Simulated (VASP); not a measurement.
Input:

```
Er
1.0
    1.81319    -3.06361     0.00000
    1.81319     3.06361     0.00000
    0.00000     0.00000     5.43818
Er
2
Direct
  0.33333   0.66667   0.25000
  0.69414   0.36080   0.75000
```

These are PBE GGA, VASP's PBE PAW potentials (set 64) (plane waves; VASP) values and carry that method's errors. Run with EDIFF = 1E-2, 400 eV cut-off, 11×11×6 Γ-centred mesh, first-order Methfessel-Paxton smearing of 0.10 eV, potentials Er_3.

The 4f electrons are frozen in the core of the lanthanide potential, so 4f levels, which can set the real gap, and their magnetism are missing.

### Question
Give the force on each atom (eV/Å).

### Answer

| atom | Fx | Fy | Fz |
|---|---|---|---|
| Er1 | 0.174 | 0.056 | 0.000 |
| Er2 | -0.174 | -0.056 | 0.000 |

### Question
Give the stress tensor in GPa (positive for a compressed cell).

### Answer

```
-3.98  -0.41   0.00
-0.41  -2.31   0.00
 0.00   0.00  -2.49
```
The pressure is its mean diagonal, -2.93 GPa.

The compound is Er in the hcp structure. The cell was not relaxed at this level, atoms are displaced from their ideal sites. The run is one of a series of settings (EDIFF = 1E-2 against the base run), some of them coarse on purpose.
